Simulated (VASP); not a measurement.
Output of a VASP run:

### OUTCAR
```
 ion  position               nearest neighbor table
   1  0.000  0.000  0.000-   4 2.09   3 2.09   4 2.09   4 2.09   3 2.09   3 2.09   2 2.96   2 2.96
                             2 2.96   2 2.96   2 2.96   2 2.96
   2  0.500  0.500  0.500-   3 2.09   4 2.09   3 2.09   3 2.09   4 2.09   4 2.09   1 2.96   1 2.96
                             1 2.96   1 2.96   1 2.96   1 2.96
   3  0.250  0.250  0.250-   1 2.09   2 2.09   1 2.09   1 2.09   2 2.09   2 2.09
   4  0.750  0.750  0.750-   2 2.09   1 2.09   2 2.09   2 2.09   1 2.09   1 2.09
  LATTYP: Found a trigonal (rhomboedric) cell.
 ALAT       =     5.1221660691
 COS(alpha) =     0.8328397727
 Subroutine PRICEL returns following result:
  LATTYP: Found a trigonal (rhomboedric) cell.
 ALAT       =     2.9583784556
 COS(alpha) =     0.4988903100
 Subroutine GETGRP returns: Found 12 space group operations
The static configuration has the point symmetry D_3d.
The dynamic configuration has the point symmetry D_3d.
The overall configuration has the point symmetry D_3d.
 Subroutine INISYM returns: Found 12 space group operations
 Subroutine IBZKPT returns following result:
 Found    116 irreducible k-points:

 Following reciprocal coordinates:
            Coordinates               Weight
  0.000000  0.000000  0.000000      1.000000
  0.100000  0.000000  0.000000      6.000000
  0.200000  0.000000  0.000000      6.000000
  0.300000  0.000000  0.000000      6.000000
  0.400000  0.000000  0.000000      6.000000
  0.500000  0.000000  0.000000      3.000000
  0.100000  0.100000 -0.000000      6.000000
  0.200000  0.100000  0.000000     12.000000
  0.300000  0.100000  0.000000     12.000000
  0.400000  0.100000  0.000000     12.000000
  0.500000  0.100000  0.000000     12.000000
 -0.400000  0.100000 -0.000000     12.000000
 -0.300000  0.100000  0.000000     12.000000
 -0.200000  0.100000  0.000000     12.000000
 -0.100000  0.100000  0.000000      6.000000
  0.200000  0.200000 -0.000000      6.000000
  0.300000  0.200000  0.000000     12.000000
  0.400000  0.200000  0.000000     12.000000
  0.500000  0.200000  0.000000     12.000000
 -0.400000  0.200000  0.000000     12.000000
 -0.300000  0.200000  0.000000     12.000000
 -0.200000  0.200000  0.000000      6.000000
  0.300000  0.300000 -0.000000      6.000000
  0.400000  0.300000  0.000000     12.000000
  0.500000  0.300000  0.000000     12.000000
 -0.400000  0.300000  0.000000     12.000000
 -0.300000  0.300000  0.000000      6.000000
  0.400000  0.400000  0.000000      6.000000
  0.500000  0.400000  0.000000     12.000000
 -0.400000  0.400000  0.000000      6.000000
  0.500000  0.500000  0.000000      3.000000
  0.100000  0.100000  0.100000      2.000000
  0.200000  0.100000  0.100000      6.000000
  0.300000  0.100000  0.100000      6.000000
  0.400000  0.100000  0.100000      6.000000
  0.500000  0.100000  0.100000      6.000000
 -0.400000  0.100000  0.100000      6.000000
 -0.300000  0.100000  0.100000      6.000000
 -0.200000  0.100000  0.100000      6.000000
 -0.100000  0.100000  0.100000      6.000000
   k-points           NKPTS =    116   k-points in BZ     NKDIM =    116   number of bands    NBANDS=     20
   number of dos      NEDOS =    601   number of ions     NIONS =      4
   total plane-waves  NPLWV =  64000
   dimension x,y,z NGX =    40 NGY =   40 NGZ =   40
   dimension x,y,z NGXF=    80 NGYF=   80 NGZF=   80
   ions per type =               2   2
   PREC   = accura    normal or accurate (medium, high low for compatibility)
   ISTART =      0    job   : 0-new  1-cont  2-samecut
   ICHARG =      2    charge: 1-file 2-atom 10-const
   ISPIN  =      2    spin polarized calculation?
   LNONCOLLINEAR =      F non collinear calculations
   LSORBIT =      F    spin-orbit coupling
   INIWAV =      1    electr: 0-lowe 1-rand  2-diag
   ENCUT  =  520.0 eV  38.22 Ry    6.18 a.u.   9.52  9.52  9.52*2*pi/ulx,y,z
   NELM   =    100;   NELMIN=  2; NELMDL= -5     # of ELM steps
   EDIFF  = 0.1E-06   stopping-criterion for ELM
...
```

File OSZICAR:
```
       N       E                     dE             d eps       ncg     rms          rms(c)
DAV:   1     0.257374471696E+03    0.25737E+03   -0.15887E+04  9432   0.211E+03
DAV:   2     0.313036187859E+01   -0.25424E+03   -0.23784E+03  9564   0.408E+02
DAV:   3    -0.268262631232E+02   -0.29957E+02   -0.28423E+02 10756   0.157E+02
DAV:   4    -0.278181441653E+02   -0.99188E+00   -0.98478E+00 10400   0.306E+01
DAV:   5    -0.278461024510E+02   -0.27958E-01   -0.27950E-01 11020   0.483E+00    0.203E+01
DAV:   6    -0.250880471194E+02    0.27581E+01   -0.44660E+01 13860   0.109E+02    0.217E+01
DAV:   7    -0.233825577673E+02    0.17055E+01   -0.76597E+00 11968   0.848E+01    0.907E+00
DAV:   8    -0.235887328421E+02   -0.20618E+00   -0.22748E+00 10396   0.132E+01    0.591E+00
DAV:   9    -0.235120491748E+02    0.76684E-01   -0.21840E-01 15096   0.124E+01    0.181E+00
DAV:  10    -0.235277353243E+02   -0.15686E-01   -0.80999E-02 12660   0.447E+00    0.916E-01
DAV:  11    -0.235264966097E+02    0.12387E-02   -0.20856E-02 14888   0.380E+00    0.157E-01
DAV:  12    -0.235269364860E+02   -0.43988E-03   -0.43645E-03  9580   0.571E-01    0.122E-01
DAV:  13    -0.235268550504E+02    0.81436E-04   -0.35289E-04 13588   0.202E-01    0.572E-02
DAV:  14    -0.235268690405E+02   -0.13990E-04   -0.15090E-04 12248   0.235E-01    0.345E-02
DAV:  15    -0.235268659673E+02    0.30732E-05   -0.28362E-05 13220   0.845E-02    0.887E-03
DAV:  16    -0.235268659934E+02   -0.26087E-07   -0.31920E-06 12732   0.255E-02    0.342E-03
DAV:  17    -0.235268658708E+02    0.12265E-06   -0.23186E-07  7344   0.988E-03    0.806E-04
DAV:  18    -0.235268658703E+02    0.45065E-09   -0.10968E-07  4748   0.392E-03
   1 F= -.23526866E+02 E0= -.23526866E+02  d E =0.000000E+00  mag=    -0.0000
```

OUTCAR:
```
------------------------ aborting loop because EDIFF is reached ----------------------------------------
  FORCE on cell =-STRESS in cart. coord.  units (eV):
  Direction    XX          YY          ZZ          XY          YZ          ZX
  --------------------------------------------------------------------------------------
  Total       -0.0387141     -0.0387141     -0.0387141     -0.0465750     -0.0465750     -0.0465750
  in kB       -1.6911505     -1.6911505     -1.6911505     -2.0345362     -2.0345362     -2.0345362
  external PRESSURE =      -1.6911505 kB  Pullay stress =       0.0000000 kB
  volume of cell :       36.68
      direct lattice vectors                 reciprocal lattice vectors
     4.183777647  2.089568118  2.089568118     0.358196608 -0.119310531 -0.119310531
     2.089568118  4.183777647  2.089568118    -0.119310531  0.358196608 -0.119310531
     2.089568118  2.089568118  4.183777647    -0.119310531 -0.119310531  0.358196608
 POSITION                                       TOTAL-FORCE (eV/Angst)
 -----------------------------------------------------------------------------------
      0.00000      0.00000      0.00000         0.000000     -0.000000     -0.000000
      4.18146      4.18146      4.18146         0.000000      0.000000     -0.000000
      2.09073      2.09073      2.09073        -0.000000      0.000000      0.000000
      6.27219      6.27219      6.27219        -0.000000     -0.000000     -0.000000
 -----------------------------------------------------------------------------------
    total drift:                                0.000000     -0.000000     -0.000000
  FREE ENERGIE OF THE ION-ELECTRON SYSTEM (eV)
  ---------------------------------------------------
  free  energy   TOTEN  =       -23.5268658703 eV

  energy  without entropy=      -23.5268658703  energy(sigma->0) =      -23.52686587

 total charge

# of ion       s       p       d       tot
------------------------------------------
    1        0.326   0.394   8.277   8.997
    2        0.326   0.394   8.277   8.997
    3        1.560   3.403   0.000   4.963
    4        1.560   3.403   0.000   4.963
--------------------------------------------------
tot          3.771   7.595  16.554  27.920

 magnetization (x)

# of ion       s       p       d       tot
------------------------------------------
    1       -0.010  -0.013   1.317   1.294
    2        0.010   0.013  -1.317  -1.294
    3        0.000   0.000   0.000   0.000
    4        0.000   0.000   0.000   0.000
--------------------------------------------------
tot          0.000   0.000   0.000   0.000

 Electric field gradients after diagonalization (V/A^2)
 (convention: |V_zz| > |V_xx| > |V_yy|)
----------------------------------------------------------------------
 ion       V_xx      V_yy      V_zz     asymmetry (V_yy - V_xx)/ V_zz
----------------------------------------------------------------------
   1      -0.905    -0.905     1.809       0.000
   2      -0.905    -0.905     1.809       0.000
   3       1.571     1.571    -3.142       0.000
   4       1.571     1.571    -3.142       0.000
```
(Selected blocks of OUTCAR.)

File POSCAR:
```
NiO
1
    4.1837776472     2.0895681178     2.0895681178
    2.0895681178     4.1837776472     2.0895681178
    2.0895681178     2.0895681178     4.1837776472
Ni O
2 2
Direct
  0.0000000000   0.0000000000   0.0000000000
  0.5000000000   0.5000000000   0.5000000000
  0.2500000000   0.2500000000   0.2500000000
  0.7500000000   0.7500000000   0.7500000000
```

Question: Reconstruct the remaining input files.

Answer: One answer among several that fit: the input of the run itself, PW91 GGA, plane waves, VASP's PBE PAW potentials (set 64).

### INCAR
```
ISIF  =  2
LWAVE  =  .FALSE.
LORBIT  =  11   ! lm-projected
ENCUT  =  520
LASPH  =  .TRUE.
PREC  =  Accurate
LCHARG  =  .TRUE.
SYSTEM  =  NiO
ISMEAR  =  -5   ! tetrahedra, Bloechl
LMAXMIX  =  4   ! l cut-off of mixed one-centre charges
LREAL  =  .FALSE.   ! projection in real space or not
EDIFF  =  1E-7
ALGO  =  Normal   ! blocked Davidson
NEDOS  =  601
NELM  =  100   ! most electronic steps
MAGMOM  =  1.3 -1.3 0.0 0.0
LEFG  =  .TRUE.
GGA  =  91   ! PW91
ISPIN  =  2   ! spin-polarised
```

KPOINTS:
```
K-points
0
Gamma
10 10 10
```

POTCAR, in this order: Ni O (PBE.64 set). Program: vasp_std.

The compound is NiO in the rock salt, AFM-II order structure. It was relaxed first.
